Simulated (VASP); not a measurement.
Output of a VASP run:

File OSZICAR:
```
       N       E                     dE             d eps       ncg     rms          rms(c)
DAV:   1     0.998483851633E+03    0.99848E+03   -0.44224E+04  3328   0.114E+03
DAV:   2     0.937650225631E+02   -0.90472E+03   -0.83496E+03  3328   0.310E+02
DAV:   3    -0.559054901724E+02   -0.14967E+03   -0.14526E+03  3696   0.123E+02
DAV:   4    -0.637812918027E+02   -0.78758E+01   -0.78139E+01  3928   0.301E+01
DAV:   5    -0.639049278378E+02   -0.12364E+00   -0.12351E+00  3768   0.376E+00    0.210E+01
DAV:   6    -0.606960191084E+02    0.32089E+01   -0.62145E+00  4584   0.379E+01    0.155E+01
DAV:   7    -0.608038398959E+02   -0.10782E+00   -0.66261E+00  3704   0.728E+00    0.463E+00
DAV:   8    -0.606882260371E+02    0.11561E+00   -0.22078E-01  3848   0.167E+00    0.158E+00
DAV:   9    -0.606631890139E+02    0.25037E-01   -0.14723E-01  3928   0.160E+00    0.494E-01
DAV:  10    -0.606636086661E+02   -0.41965E-03   -0.78438E-03  4200   0.876E-01    0.301E-01
DAV:  11    -0.606639650547E+02   -0.35639E-03   -0.11419E-03  3912   0.527E-01    0.120E-01
DAV:  12    -0.606640538940E+02   -0.88839E-04   -0.37526E-04  3864   0.242E-01    0.392E-02
DAV:  13    -0.606640573003E+02   -0.34062E-05   -0.55621E-05  4176   0.512E-02    0.183E-02
DAV:  14    -0.606640620613E+02   -0.47610E-05   -0.15043E-05  3472   0.246E-02    0.115E-02
DAV:  15    -0.606640651035E+02   -0.30423E-05   -0.37454E-06  3288   0.321E-02    0.585E-03
DAV:  16    -0.606640649747E+02    0.12880E-06   -0.19796E-06  2152   0.161E-02
   1 F= -.60664065E+02 E0= -.60664065E+02  d E =-.263587E-54
```

**OUTCAR**
```
------------------------ aborting loop because EDIFF is reached ----------------------------------------
  FORCE on cell =-STRESS in cart. coord.  units (eV):
  Direction    XX          YY          ZZ          XY          YZ          ZX
  --------------------------------------------------------------------------------------
  Total        0.7779891      0.7779885      0.8604106      0.0000001      0.0000000      0.0000000
  in kB        4.0816085      4.0816055      4.5140215      0.0000006      0.0000000      0.0000000
  external PRESSURE =       4.2257452 kB  Pullay stress =       0.0000000 kB
  volume of cell :      305.39
      direct lattice vectors                 reciprocal lattice vectors
     3.778685000  0.000000000  0.000000000     0.264642329  0.152791336  0.000000000
    -1.889342000  3.272436000  0.000000000     0.000000000  0.305582752  0.000000000
     0.000000000  0.000000000 24.696811000     0.000000000  0.000000000  0.040491058
  FREE ENERGIE OF THE ION-ELECTRON SYSTEM (eV)
  ---------------------------------------------------
  free  energy   TOTEN  =       -60.6640649747 eV

  energy  without entropy=      -60.6640649747  energy(sigma->0) =      -60.66406497
```
(Selected blocks of OUTCAR.)

**POSCAR**
```
ZnS
1
    3.7786850000     0.0000000000     0.0000000000
   -1.8893420000     3.2724360000     0.0000000000
    0.0000000000     0.0000000000    24.6968110000
Zn S
8 8
Direct
  0.3333330000   0.6666670000   0.7499100000
  0.6666670000   0.3333330000   0.2499100000
  0.3333330000   0.6666670000   0.1247900000
  0.6666670000   0.3333330000   0.6247900000
  0.0000000000   0.0000000000   0.0000400000
  0.0000000000   0.0000000000   0.5000400000
  0.6666670000   0.3333330000   0.8753200000
  0.3333330000   0.6666670000   0.3753200000
  0.0000000000   0.0000000000   0.5937100000
  0.0000000000   0.0000000000   0.0937100000
  0.6666670000   0.3333330000   0.9689900000
  0.3333330000   0.6666670000   0.4689900000
  0.3333330000   0.6666670000   0.2185000000
  0.6666670000   0.3333330000   0.7185000000
  0.6666670000   0.3333330000   0.3439300000
  0.3333330000   0.6666670000   0.8439300000
```

**Question.** Reconstruct the remaining input files.

**Answer.** One answer among several that fit: the input of the run itself, PBEsol GGA, plane waves, VASP's PBE PAW potentials (set 64).

### KPOINTS
```
Automatic mesh
0
Gamma
7 7 1
0.5 0.5 0.5
```

INCAR:
```
SYSTEM = ZnS
PREC = Accurate; ENCUT = 300; LREAL = Auto
LASPH = .TRUE.; NBANDS = 104
EDIFF = 1E-6; NELM = 100; ALGO = Normal
LMAXMIX = 4
ISMEAR = 0; SIGMA = 0.01
GGA = PS
ISIF = 2
LWAVE = .FALSE.; LCHARG = .FALSE.
```

POTCAR, in this order: Zn S (PBE.64 set). Program: vasp_std.

At this cut-off the stress carries a Pulay error, which pulls relaxed volumes low.

The structure comes from a computed database's ZnS entry; how it stands against other phases isn't given here. The cell was not relaxed at this level. The run is one of a series of settings (NBANDS = 104 against the base run), some of them coarse on purpose.
